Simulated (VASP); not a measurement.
# LiCaF3 (Pm-3m) in VASP: single point with PBE

Aim: the single point of LiCaF3 with PBE.

Everything below comes from runs of VASP 6.6.1. Logs are shortened: lines on timing, memory, paths and dates and some standing lists are left out, and cuts for length are marked.

**1. Starting point**

It takes space group Pm-3m (No. 221, cubic). The conventional cell has a = 3.761 Å, b = 3.761 Å, c = 3.761 Å, α = 90.00°, β = 90.00°, γ = 90.00°. Around Li (site symmetry m-3m) lie 6 F at 1.88 Å. Ca (site symmetry m-3m) has 12 F at 2.66 Å as nearest neighbours. F (site symmetry 4/mmm) is surrounded by 2 Li at 1.88 Å.

The cell comes from a database or a generator and needn't be the stable form of this composition.

**2. Single point, PBE**

INCAR reads:

```
ALGO = Normal
EDIFF = 1E-6
ENCUT = 520
GGA = PE
ISIF = 2
ISMEAR = 0
LASPH = True
LCHARG = False
LREAL = False
LWAVE = False
NBANDS = 25
NELM = 100
PREC = Accurate
SIGMA = 0.1
```

KPOINTS reads:

```
k-points
0
Gamma
  6 6 6
```

POSCAR reads:

```
LiCaF3
1.0
    3.7612440000      0.0000000000      0.0000000000
    0.0000000000      3.7612440000      0.0000000000
    0.0000000000      0.0000000000      3.7612440000
Li Ca F
1 1 3
Direct
    0.5000000000      0.5000000000      0.5000000000
    0.0000000000      0.0000000000      0.0000000000
    0.0000000000      0.5000000000      0.5000000000
    0.5000000000      0.5000000000      0.0000000000
    0.5000000000      0.0000000000      0.5000000000
```

Potentials or basis: VASP PAW PBE potentials, release 64 (Li_sv, Ca_sv, F).

The run is started by

```sh
$ cat potpaw_PBE.64/Li_sv/POTCAR potpaw_PBE.64/Ca_sv/POTCAR potpaw_PBE.64/F/POTCAR > POTCAR
$ mpirun -np 1 vasp_std > vasp.out
```

OUTCAR:

```text
EDIFF = 1E-6
   ENCUT = 520
   GGA = PE
   ISIF = 2
   ISMEAR = 0
   LASPH = True
   LREAL = False
   NELM = 100
   PREC = Accurate

 ion  position               nearest neighbor table
   1  0.500  0.500  0.500-   3 1.88   4 1.88   5 1.88   4 1.88   5 1.88   3 1.88
   2  0.000  0.000  0.000-
   3  0.000  0.500  0.500-   1 1.88   1 1.88
   4  0.500  0.500  0.000-   1 1.88   1 1.88
   5  0.500  0.000  0.500-   1 1.88   1 1.88

  LATTYP: Found a simple cubic cell.
 ALAT       =     3.7612440000

  Lattice vectors:

 A1 = (   3.7612440000,   0.0000000000,   0.0000000000)
 A2 = (   0.0000000000,   3.7612440000,   0.0000000000)
 A3 = (   0.0000000000,   0.0000000000,   3.7612440000)

Analysis of symmetry for initial positions (statically):
=====================================================================
 Subroutine PRICEL returns:
 Original cell was already a primitive cell.

 Routine SETGRP: Setting up the symmetry group for a
 simple cubic supercell.

 Subroutine GETGRP returns: Found 48 space group operations
 (whereof 48 operations were pure point group operations)
 out of a pool of 48 trial point group operations.

The static configuration has the point symmetry O_h .

Analysis of symmetry for dynamics (positions and initial velocities):
=====================================================================
 Subroutine PRICEL returns:
 Original cell was already a primitive cell.

 Routine SETGRP: Setting up the symmetry group for a
 simple cubic supercell.

 Subroutine GETGRP returns: Found 48 space group operations
 (whereof 48 operations were pure point group operations)
 out of a pool of 48 trial point group operations.

The dynamic configuration has the point symmetry O_h .

 Subroutine INISYM returns: Found 48 space group operations
 (whereof 48 operations are pure point group operations),
 and found     1 'primitive' translations

----------------------------------------------------------------------------------------

                                     Primitive cell

  volume of cell :      53.2102

  direct lattice vectors                    reciprocal lattice vectors
     3.761244000  0.000000000  0.000000000     0.265869484  0.000000000  0.000000000
     0.000000000  3.761244000  0.000000000     0.000000000  0.265869484  0.000000000
     0.000000000  0.000000000  3.761244000     0.000000000  0.000000000  0.265869484

  length of vectors
     3.761244000  3.761244000  3.761244000     0.265869484  0.265869484  0.265869484

  position of ions in fractional coordinates (direct lattice)
     0.500000000  0.500000000  0.500000000
     0.000000000  0.000000000  0.000000000
     0.000000000  0.500000000  0.500000000
     0.500000000  0.500000000  0.000000000
     0.500000000  0.000000000  0.500000000

  ion indices of the primitive-cell ions
   primitive index   ion index
                 1           1
                 2           2
                 3           3
                 4           4
                 5           5

----------------------------------------------------------------------------------------

 KPOINTS: k-points

Automatic generation of k-mesh.
 Grid dimensions read from file:
 generate k-points for:    6    6    6

 Generating k-lattice:

  Cartesian coordinates                     Fractional coordinates (reciprocal lattice)
     0.044311581  0.000000000  0.000000000     0.166666667  0.000000000  0.000000000
     0.000000000  0.044311581  0.000000000     0.000000000  0.166666667  0.000000000
     0.000000000  0.000000000  0.044311581     0.000000000  0.000000000  0.166666667

  Length of vectors
     0.044311581  0.044311581  0.044311581

  Shift w.r.t. Gamma in fractional coordinates (k-lattice)
     0.000000000  0.000000000  0.000000000

 Subroutine IBZKPT returns following result:
 ===========================================

 Found     20 irreducible k-points:

 Following reciprocal coordinates:
            Coordinates               Weight
  0.000000  0.000000  0.000000      1.000000
  0.166667  0.000000  0.000000      6.000000
  0.333333  0.000000  0.000000      6.000000
  0.500000  0.000000  0.000000      3.000000
  0.166667  0.166667  0.000000     12.000000
  0.333333  0.166667  0.000000     24.000000
[... 12 lines left out ...]
  0.500000  0.500000  0.333333      6.000000
  0.500000  0.500000  0.500000      1.000000
   k-points           NKPTS =     20   k-points in BZ     NKDIM =     20   number of bands    NBANDS=     25
   number of dos      NEDOS =    301   number of ions     NIONS =      5
   total plane-waves  NPLWV =  21952
   dimension x,y,z NGX =    28 NGY =   28 NGZ =   28
   dimension x,y,z NGXF=    56 NGYF=   56 NGZF=   56
   ions per type =               1   1   3
   NGX,Y,Z   is equivalent  to a cutoff of  12.38, 12.38, 12.38 a.u.
   NGXF,Y,Z  is equivalent  to a cutoff of  24.75, 24.75, 24.75 a.u.
 SYSTEM =  unknown system
   PREC   = accura    normal or accurate (medium, high low for compatibility)
   ISTART =      0    job   : 0-new  1-cont  2-samecut
   ICHARG =      2    charge: 1-file 2-atom 10-const
   ISPIN  =      1    spin polarized calculation?
   LNONCOLLINEAR =      F non collinear calculations
   LSORBIT =      F    spin-orbit coupling
   LASPH  =      T    aspherical Exc in radial PAW
   ENCUT  =  520.0 eV  38.22 Ry    6.18 a.u.   6.99  6.99  6.99*2*pi/ulx,y,z
   NELM   =    100;   NELMIN=  2; NELMDL= -5     # of ELM steps
   EDIFF  = 0.1E-05   stopping-criterion for ELM
   LREAL  =      F    real-space projection
   EDIFFG = 0.1E-04   stopping-criterion for IOM
   NSW    =      0    number of steps for IOM
   IBRION =     -1    ionic relax: 0-MD 1-quasi-New 2-CG
   NFREE  =      0    steps in history (QN), initial steepest desc. (CG)
   ISIF   =      2    stress and relaxation
   ISYM   =      2    0-nonsym 1-usesym 2-fastsym
   POTIM  = 0.5000    time-step for ionic-motion
   TEBEG  =    0.0;   TEEND  =   0.0 temperature during run
   PSTRESS=    0.0 pullay stress
   NELECT =      34.0000    total number of electrons
   NUPDOWN=      -1.0000    fix difference up-down
   EMIN   =  10.00;   EMAX   =-10.00  energy-range for DOS
   EFERMI =   0.00;   METHOD = LEGACY
   ISMEAR =     0;   SIGMA  =   0.10  broadening in eV -4-tet -1-fermi 0-gaus
   EFERMI_NEDOS =   21; number of points for ismear=-14 and -15
   IALGO  =     38    algorithm
   IMIX   =      4    mixing-type and parameters
     AMIX     =   0.40;   BMIX     =  1.00
     AMIX_MAG =   1.60;   BMIX_MAG =  1.00
  volume/ion in A,a.u.               =      10.64        71.82
  Fermi-wavevector in a.u.,A,eV,Ry     =   1.410056  2.664619 27.051883  1.988257
  Thomas-Fermi vector in A             =   2.532049
   LORBIT       =      0    0 simple, 1 ext, 2 COOP (PROOUT), +10 PAW based schemes
   GGA     = PE    functional components
   LHFCALC =     F    Hartree Fock is set to
   AEXX    =    0.0000 exact exchange contribution
   IVDW    =     0    specifies the selected vdW correction
   LEPSILON=     F    determine dielectric tensor
   LRPA    =     F    only Hartree local field effects (RPA)
 non-spin polarized calculation
 Gauss-broadening in eV      SIGMA  =   0.10
  energy-cutoff  :      520.00
  volume of cell :       53.21
 maximum number of plane-waves:      1472
 NGX is ok and might be reduce to    28
   NGX = 13   NGY = 13   NGZ = 13

 number of electron      33.9999946 magnetization

 Free energy of the ion-electron system (eV)
  ---------------------------------------------------
  ext. energy  EPLUGINS =         0.00000000
  ---------------------------------------------------
  free energy    TOTEN  =       -26.08822816 eV

  energy without entropy =      -26.08822816  energy(sigma->0) =      -26.08822816

 E-fermi :   0.6096     XC(G=0): -10.2721

 val. band max:        0.0806561349   @ k =   0.5000   0.5000   0.5000
 cond. band min:       6.5610937500   @ k =   0.0000   0.0000   0.0000
 fundamental gap:      6.4804376151
 Fermi energy:         0.6095812130

 k-point     1 :       0.0000    0.0000    0.0000
  band No.  band energies     occupation
      1     -40.1193      2.00000
      2     -37.7088      2.00000
      3     -20.2115      2.00000
      4     -19.2844      2.00000
      5     -19.2844      2.00000
      6     -18.6245      2.00000
[... 17 lines left out ...]
     24      17.6061      0.00000
     25      17.6061      0.00000

 k-point     2 :       0.1667    0.0000    0.0000
  band No.  band energies     occupation
      1     -40.1185      2.00000
      2     -37.7066      2.00000
      3     -20.2252      2.00000
      4     -19.4155      2.00000
      5     -19.2804      2.00000
      6     -18.6203      2.00000
[... 17 lines left out ...]
     24      16.0621      0.00000
     25      17.5697      0.00000

 k-point     3 :       0.3333    0.0000    0.0000
  band No.  band energies     occupation
      1     -40.1166      2.00000
      2     -37.7022      2.00000
      3     -20.2542      2.00000
      4     -19.6033      2.00000
      5     -19.2705      2.00000
      6     -18.6120      2.00000
[... 17 lines left out ...]
     24      13.5894      0.00000
     25      17.4797      0.00000

 k-point     4 :       0.5000    0.0000    0.0000
  band No.  band energies     occupation
      1     -40.1156      2.00000
      2     -37.7000      2.00000
      3     -20.2695      2.00000
      4     -19.6789      2.00000
      5     -19.2655      2.00000
      6     -18.6078      2.00000
[... 17 lines left out ...]
     24      11.2545      0.00000
     25      17.4213      0.00000
[... 365 lines left out ...]
 k-point    18 :       0.5000    0.3333    0.3333
  band No.  band energies     occupation
      1     -40.1104      2.00000
      2     -37.6875      2.00000
      3     -19.8508      2.00000
      4     -19.7629      2.00000
      5     -19.5566      2.00000
      6     -18.6878      2.00000
[... 17 lines left out ...]
     24      13.5115      0.00000
     25      14.4431      0.00000

 k-point    19 :       0.5000    0.5000    0.3333
  band No.  band energies     occupation
      1     -40.1096      2.00000
      2     -37.6855      2.00000
      3     -19.7284      2.00000
      4     -19.7284      2.00000
      5     -19.6350      2.00000
      6     -18.6842      2.00000
[... 17 lines left out ...]
     24      14.0177      0.00000
     25      14.0177      0.00000

 k-point    20 :       0.5000    0.5000    0.5000
  band No.  band energies     occupation
      1     -40.1088      2.00000
      2     -37.6836      2.00000
      3     -19.6490      2.00000
      4     -19.6490      2.00000
      5     -19.6490      2.00000
      6     -18.7144      2.00000
[... 17 lines left out ...]
     24      14.7682      0.00000
     25      14.7682      0.00000

------------------------ aborting loop because EDIFF is reached ----------------------------------------

  FORCE on cell =-STRESS in cart. coord.  units (eV):
  Direction    XX          YY          ZZ          XY          YZ          ZX
  --------------------------------------------------------------------------------------
  -------------------------------------------------------------------------------------
  Total       -0.0292116     -0.0292116     -0.0292116     -0.0000000      0.0000000     -0.0000000
  in kB       -0.8795731     -0.8795731     -0.8795731     -0.0000000      0.0000000     -0.0000000
  external PRESSURE =      -0.8795731 kB  Pullay stress =       0.0000000 kB

 VOLUME and BASIS-vectors are now :
 -----------------------------------------------------------------------------
  energy-cutoff  :      520.00
  volume of cell :       53.21
      direct lattice vectors                 reciprocal lattice vectors
     3.761244000  0.000000000  0.000000000     0.265869484  0.000000000  0.000000000
     0.000000000  3.761244000  0.000000000     0.000000000  0.265869484  0.000000000
     0.000000000  0.000000000  3.761244000     0.000000000  0.000000000  0.265869484

 POSITION                                       TOTAL-FORCE (eV/Angst)
 -----------------------------------------------------------------------------------
      1.88062      1.88062      1.88062         0.000000      0.000000      0.000000
      0.00000      0.00000      0.00000         0.000000      0.000000      0.000000
      0.00000      1.88062      1.88062         0.000000      0.000000      0.000000
      1.88062      1.88062      0.00000         0.000000      0.000000      0.000000
      1.88062      0.00000      1.88062         0.000000      0.000000      0.000000
 -----------------------------------------------------------------------------------
    total drift:                                0.000000      0.000000      0.000000

  FREE ENERGIE OF THE ION-ELECTRON SYSTEM (eV)
  ---------------------------------------------------
  free  energy   TOTEN  =       -26.0882281555 eV

  energy  without entropy=      -26.0882281555  energy(sigma->0) =      -26.08822816
```

Run time: 30 s. Hardware: 1 thread of Intel Xeon Platinum 8488C (Sapphire Rapids), shared host; peak memory 0.17 GiB.

Results:

```yaml
Free_energy: -26.0882 eV
Band_gap_on_the_k_mesh: 6.48 eV, indirect (least direct gap 6.59 eV)
```

Caveat: the cutoff is under 1.25 times the usual one of these potentials, so pressure, stress and relaxed cells hold a basis-set (Pulay) error.
